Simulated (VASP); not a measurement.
The input files of a VASP run:

KPOINTS:
```
Automatic mesh
0
Gamma
4 4 4
0 0 0
```

### INCAR
```
! general
SYSTEM   =  FeSe2
PREC     =  Accurate
ENCUT    =  300
LREAL    =  F
LASPH    =  T

! electronic loop
EDIFF    =  1E-6
NELM     =  100
ALGO     =  Normal
LMAXMIX  =  4

! smearing
ISMEAR   =  -1
SIGMA    =  0.1

! functional
GGA      =  PE

! spin
ISPIN    =  2
MAGMOM   =  4.0 2*0.0

! ions
IBRION   =  2
NSW      =  50
ISIF     =  3
EDIFFG   =  -0.01

! output
LWAVE    =  F
LCHARG   =  F
LORBIT   =  11
```

### POSCAR
```
FeSe2
1
    1.5770260000     0.9104960000     6.1060110000
   -1.5770260000     0.9104960000     6.1060110000
    0.0000000000    -1.8209930000     6.1060110000
Fe Se
1 2
Direct
  0.0000000000   0.0000000000   0.0000000000
  0.7523000000   0.7523000000   0.7523000000
  0.5810000000   0.5810000000   0.5810000000
```

POTCAR, in this order: Fe Se (PBE.64 set). Program: vasp_std.

### Question
Write an equivalent input for Ansatz.

### Answer
One equivalent input (not run):
Ansatz 0.2 input:
```yaml
crystal:
  lattice:
    - [1.5770260, 0.9104960, 6.1060110]
    - [-1.5770260, 0.9104960, 6.1060110]
    - [0.0000000, -1.8209930, 6.1060110]
  atoms:
    - { symbol: Fe, position: [0.0000000, 0.0000000, 0.0000000], spin: 4 }
    - { symbol: Se, position: [0.7523000, 0.7523000, 0.7523000] }
    - { symbol: Se, position: [0.5810000, 0.5810000, 0.5810000] }
kpoints:
  mp_grid: { grid: [4, 4, 4] }
hamiltonian:
  xc: pbe
  pseudopotentials: { kind: paw }
magnetization: { spin_polarized: true }
scf:
  occupations: { method: fermi_dirac, width: 0.1 }
  max_iter: 100
relax:
  max_steps: 50
  f_tol: 0.01
  cell: {}
output: { forces: true, stress: true, eigenvalues: true }
```
What does not carry over: each code has its own PAW files, so the cut-off isn't converted (ENCUT is set for VASP's; basis.ecutwfc is left out, and Ansatz then takes the one that its files recommend); Ansatz stops its SCF on the density residual and VASP on the energy change (EDIFF).

The structure was generated: FeSe2 was put into an ordered model structure, which need not be its known phase. This run relaxes it. Symmetry was kept, so distortions that lower it aren't found. The k-mesh is coarse (spacing up to 0.57 per Å, 2π included), so the numbers may not be converged in it. The run is one of a series of settings (EDIFFG = -0.01, IBRION = 2, ISIF = 3, NSW = 50 against the base run), some of them coarse on purpose.
